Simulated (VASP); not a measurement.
All values below come from PBEsol GGA, VASP's PBE PAW potentials (set 64) (plane waves; VASP).

VASP input:

### KPOINTS
```
Automatic mesh
0
gamma
5 5 8
```

INCAR:
```
SYSTEM = SiO2
PREC = Accurate
ENCUT = 400
EDIFF = 1E-6
NELM = 100
ALGO = Normal
LREAL = .FALSE.
LASPH = .TRUE.
ISMEAR = -1
SIGMA = 0.05
GGA = PS
LWAVE = .FALSE.
LCHARG = .FALSE.
ISIF = 2
```

**POSCAR**
```
SiO2
1
    4.2222180000     0.0000000000     0.0000000000
    0.0000000000     4.2222180000     0.0000000000
    0.0000000000     0.0000000000     2.6969670000
Si O
2 4
Direct
  0.0000000000   0.0000000000   0.0000000000
  0.5000000000   0.5000000000   0.5000000000
  0.3060000000   0.3060000000   0.0000000000
  0.8060000000   0.1940000000   0.5000000000
  0.1940000000   0.8060000000   0.5000000000
  0.6940000000   0.6940000000   0.0000000000
```

POTCAR, in this order: Si O (PBE.64 set). Program: vasp_std.

At this cut-off the stress carries a Pulay error, which pulls relaxed volumes low.

Problem. What does the run give for the energy per atom (σ→0), pressure, largest force, band gap (on the k-mesh)?

Solution. 
```
Quantity                           Result
------------------------  ---------------
energy per atom (σ→0)      -8.172 eV/atom
band gap (on the k-mesh)          5.00 eV
pressure                       -13.98 GPa
largest force             0.00254 Ha/bohr
```

### OSZICAR
```
...
DAV:   6    -0.490802342602E+02    0.39913E+01   -0.15317E+01  1332   0.268E+01    0.769E+00
DAV:   7    -0.490420636302E+02    0.38171E-01   -0.43203E-01  1424   0.454E+00    0.293E+00
DAV:   8    -0.490310037271E+02    0.11060E-01   -0.15770E-02  1348   0.127E+00    0.978E-01
DAV:   9    -0.490310413447E+02   -0.37618E-04   -0.43644E-03  1400   0.691E-01    0.268E-01
DAV:  10    -0.490311549709E+02   -0.11363E-03   -0.48696E-04  1396   0.181E-01    0.402E-02
DAV:  11    -0.490311262774E+02    0.28694E-04   -0.11960E-04  1400   0.817E-02    0.851E-03
DAV:  12    -0.490311267280E+02   -0.45062E-06   -0.73278E-06  1364   0.197E-02
   1 F= -.49031127E+02 E0= -.49031127E+02  d E =-.189869E-10
```

The structure is a typed SiO2 crystal (P4_2/mnm). The cell was not relaxed at this level. The run is one of a series of settings (GGA = PS against the base run), some of them coarse on purpose.
